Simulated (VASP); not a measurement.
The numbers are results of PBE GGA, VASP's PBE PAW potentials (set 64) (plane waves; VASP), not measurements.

The input files of a VASP run:

INCAR:
```
ALGO = Normal
EDIFF = 1E-6
ENCUT = 375
GGA = PE
ISIF = 2
ISMEAR = 0
LASPH = .True.
LCHARG = .False.
LMAXMIX = 4
LREAL = .False.
LWAVE = .False.
NELM = 100
PREC = Accurate
SIGMA = 0.05
SYSTEM = Te
```

KPOINTS:
```
Automatic mesh
0
Gamma
5 5 4
0 0 0
```

POSCAR:
```
Te
1
    2.1995410000    -3.7812050000     0.0000000000
    2.1995410000     3.7812050000     0.0000000000
    0.0000000000     0.0000000000     5.9697110000
Te
3
Direct
  0.0000000000   0.2630000000   0.6666670000
  0.7370000000   0.7370000000   0.0000000000
  0.2767230000   0.0137230000   0.3333330000
```

POTCAR, in this order: Te (PBE.64 set). Program: vasp_std.

Output

### OUTCAR
```
 ion  position               nearest neighbor table
   1  0.000  0.263  0.667-   3 2.81   2 2.82   3 3.43   2 3.46   2 3.47   3 3.50
   2  0.737  0.737  0.000-   1 2.82   3 2.86   3 3.42   3 3.45   1 3.46   1 3.47
   3  0.277  0.014  0.333-   1 2.81   2 2.86   2 3.42   1 3.43   2 3.45   1 3.50
  LATTYP: Found a base centered orthorhombic cell.
 ALAT       =     4.3990820000
 B/A-ratio  =     1.7190882098
 C/A-ratio  =     1.3570356270
 Subroutine PRICEL returns:
 Original cell was already a primitive cell.
 Subroutine GETGRP returns: Found  1 space group operations
The static configuration has the point symmetry C_1 .
The dynamic configuration has the point symmetry C_1 .
 Subroutine INISYM returns: Found  1 space group operations
 Subroutine IBZKPT returns following result:
 Found     51 irreducible k-points:

 Following reciprocal coordinates:
            Coordinates               Weight
  0.000000  0.000000  0.000000      1.000000
  0.200000 -0.000000  0.000000      2.000000
 -0.000000  0.200000  0.000000      2.000000
  0.400000  0.000000  0.000000      2.000000
  0.000000  0.400000  0.000000      2.000000
  0.200000  0.200000  0.000000      2.000000
  0.400000  0.200000  0.000000      2.000000
  0.200000  0.400000  0.000000      2.000000
 -0.400000  0.200000  0.000000      2.000000
  0.200000 -0.400000  0.000000      2.000000
 -0.200000  0.200000  0.000000      2.000000
  0.400000  0.400000  0.000000      2.000000
 -0.400000  0.400000  0.000000      2.000000
  0.000000  0.000000  0.250000      2.000000
  0.200000 -0.000000  0.250000      2.000000
 -0.200000  0.000000  0.250000      2.000000
 -0.000000  0.200000 -0.250000      2.000000
  0.000000 -0.200000 -0.250000      2.000000
  0.400000  0.000000  0.250000      2.000000
 -0.400000  0.000000  0.250000      2.000000
  0.000000  0.400000 -0.250000      2.000000
  0.000000 -0.400000 -0.250000      2.000000
  0.200000  0.200000  0.250000      2.000000
 -0.200000 -0.200000  0.250000      2.000000
  0.400000  0.200000  0.250000      2.000000
 -0.400000 -0.200000  0.250000      2.000000
  0.200000  0.400000 -0.250000      2.000000
 -0.200000 -0.400000 -0.250000      2.000000
 -0.400000  0.200000  0.250000      2.000000
  0.400000 -0.200000  0.250000      2.000000
  0.200000 -0.400000 -0.250000      2.000000
 -0.200000  0.400000 -0.250000      2.000000
 -0.200000  0.200000  0.250000      2.000000
  0.200000 -0.200000  0.250000      2.000000
  0.400000  0.400000  0.250000      2.000000
 -0.400000 -0.400000  0.250000      2.000000
 -0.400000  0.400000  0.250000      2.000000
  0.400000 -0.400000  0.250000      2.000000
  0.000000  0.000000  0.500000      1.000000
  0.200000 -0.000000  0.500000      2.000000
   k-points           NKPTS =     51   k-points in BZ     NKDIM =     51   number of bands    NBANDS=     13
   number of dos      NEDOS =    301   number of ions     NIONS =      3
   total plane-waves  NPLWV =  31360
   dimension x,y,z NGX =    28 NGY =   28 NGZ =   40
   dimension x,y,z NGXF=    56 NGYF=   56 NGZF=   80
   ions per type =               3
   PREC   = accura    normal or accurate (medium, high low for compatibility)
   ISTART =      0    job   : 0-new  1-cont  2-samecut
   ICHARG =      2    charge: 1-file 2-atom 10-const
   ISPIN  =      1    spin polarized calculation?
   LNONCOLLINEAR =      F non collinear calculations
   LSORBIT =      F    spin-orbit coupling
   INIWAV =      1    electr: 0-lowe 1-rand  2-diag
   ENCUT  =  375.0 eV  27.56 Ry    5.25 a.u.   6.91  6.91  9.43*2*pi/ulx,y,z
   NELM   =    100;   NELMIN=  2; NELMDL= -5     # of ELM steps
   EDIFF  = 0.1E-05   stopping-criterion for ELM
...
```

**OSZICAR**
```
       N       E                     dE             d eps       ncg     rms          rms(c)
DAV:   1     0.670130365138E+02    0.67013E+02   -0.55209E+03  1326   0.854E+02
DAV:   2    -0.493908986545E+01   -0.71952E+02   -0.68930E+02  1758   0.142E+02
DAV:   3    -0.929909404692E+01   -0.43600E+01   -0.43324E+01  1561   0.405E+01
DAV:   4    -0.938328069932E+01   -0.84187E-01   -0.84129E-01  1801   0.680E+00
DAV:   5    -0.938431565986E+01   -0.10350E-02   -0.10350E-02  1529   0.658E-01    0.129E+01
DAV:   6    -0.936793662326E+01    0.16379E-01   -0.19899E-02  1456   0.966E-01    0.814E+00
DAV:   7    -0.936578856314E+01    0.21481E-02   -0.41628E-02  1416   0.143E+00    0.302E-01
DAV:   8    -0.936510320865E+01    0.68535E-03   -0.77632E-03  1356   0.573E-01    0.173E-01
DAV:   9    -0.936513677944E+01   -0.33571E-04   -0.22438E-04  1723   0.114E-01    0.118E-01
DAV:  10    -0.936517924366E+01   -0.42464E-04   -0.50041E-05  1361   0.511E-02    0.268E-02
DAV:  11    -0.936517285077E+01    0.63929E-05   -0.22795E-05  1351   0.329E-02    0.185E-02
DAV:  12    -0.936517303570E+01   -0.18493E-06   -0.23700E-06  1019   0.102E-02
   1 F= -.93651730E+01 E0= -.93651730E+01  d E =-.103172E-12
```

File OUTCAR:
```
------------------------ aborting loop because EDIFF is reached ----------------------------------------
  FORCE on cell =-STRESS in cart. coord.  units (eV):
  Direction    XX          YY          ZZ          XY          YZ          ZX
  --------------------------------------------------------------------------------------
  Total        1.5048385      1.8538047      2.0056421      0.1253506      0.2345173     -0.2120354
  in kB       24.2803476     29.9108656     32.3607394      2.0225127      3.7839016     -3.4211605
  external PRESSURE =      28.8506509 kB  Pullay stress =       0.0000000 kB
  volume of cell :       99.30
      direct lattice vectors                 reciprocal lattice vectors
     2.199541000 -3.781205000  0.000000000     0.227320155 -0.132232979  0.000000000
     2.199541000  3.781205000  0.000000000     0.227320155  0.132232979  0.000000000
     0.000000000  0.000000000  5.969711000     0.000000000  0.000000000  0.167512297
 POSITION                                       TOTAL-FORCE (eV/Angst)
 -----------------------------------------------------------------------------------
      0.57848      0.99446      3.97981         0.271751      0.390421      0.021075
      3.24212      0.00000      0.00000        -0.301490     -0.023712      0.056416
      0.63885     -0.99446      1.98990         0.029738     -0.366709     -0.077490
 -----------------------------------------------------------------------------------
    total drift:                               -0.000061      0.000005     -0.000052
  FREE ENERGIE OF THE ION-ELECTRON SYSTEM (eV)
  ---------------------------------------------------
  free  energy   TOTEN  =        -9.3651730357 eV

  energy  without entropy=       -9.3651730357  energy(sigma->0) =       -9.36517304
```
(Selected blocks of OUTCAR.)

The compound is Te in the trig structure. The cell was not relaxed at this level, atoms are displaced from their ideal sites. The run is one of a series of settings (ENCUT = 375 against the base run), some of them coarse on purpose.
